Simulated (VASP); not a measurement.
Input of a VASP 6.6.1 run:

The input POSCAR:

```
BaMg2Tl2
1.0
    2.3918050000      4.1427240000      0.0000000000
   -2.3918050000      4.1427240000      0.0000000000
    0.0000000000      0.0000000000      8.0907970000
Tl Mg Ba
2 2 1
Direct
    0.3333000000      0.3334000000      0.2641000000
    0.6667000000      0.6666000000      0.7359000000
    0.3333000000      0.3334000000      0.6274000000
    0.6667000000      0.6666000000      0.3726000000
    0.0000000000      0.0000000000      0.0000000000
```

Contents of INCAR.step1:

```
SYSTEM = BaMg2Tl2
PREC = Accurate ; ENCUT = 600
ISMEAR = -1 ; SIGMA = 0.0816
LREAL = .False. ; LASPH = .True.
NELM = 100 ; GGA = PE
ALGO = Normal ; EDIFF = 1E-4
LWAVE = .True. ; LCHARG = .False.
```

The input INCAR.step2:

```
SYSTEM = BaMg2Tl2
PREC = Accurate ; ENCUT = 600
EDIFF = 1E-7 ; ISMEAR = -1
SIGMA = 0.0816 ; LREAL = .False.
LASPH = .True. ; NELM = 100
ALGO = Normal ; ISIF = 3
LWAVE = .False. ; LCHARG = .False.
METAGGA = R2SCAN ; LMIXTAU = .True.
IBRION = 2 ; NSW = 60
EDIFFG = -0.01 ; ISTART = 1
```

The input KPOINTS:

```
Automatic mesh
0
Gamma
  4 4 3
  0 0 0
```

Potentials or basis: VASP PAW PBE potentials, release 64 (Tl_d, Mg, Ba_sv).

Launch:

```console
$ cat potpaw_PBE.64/Tl_d/POTCAR potpaw_PBE.64/Mg/POTCAR potpaw_PBE.64/Ba_sv/POTCAR > POTCAR
$ cp INCAR.step1 INCAR
$ mpirun -np 1 vasp_std > vasp.out
$ cp INCAR.step2 INCAR
$ mpirun -np 1 vasp_std > vasp.out
```

Q: Estimate the relaxed volume.

A: 33.77 Å³/atom.

Q: Predict the band gap on the k mesh.

A: None (metal or under the smearing width).

Forces in eV/Å, atoms in the order of the input:
```
Tl   0.000  0.000 -0.008
Tl   0.000  0.000  0.008
Mg   0.000  0.000 -0.002
Mg   0.000  0.000  0.002
Ba   0.000  0.000  0.000
```

Caveat: the k mesh is coarse (spacing up to 0.38 Å⁻¹), so the values aren't converged; the PAW data sets were made with another functional, which shifts forces and pressure a little. The run has no spin-orbit coupling, so splittings on Ba, Tl are missing.
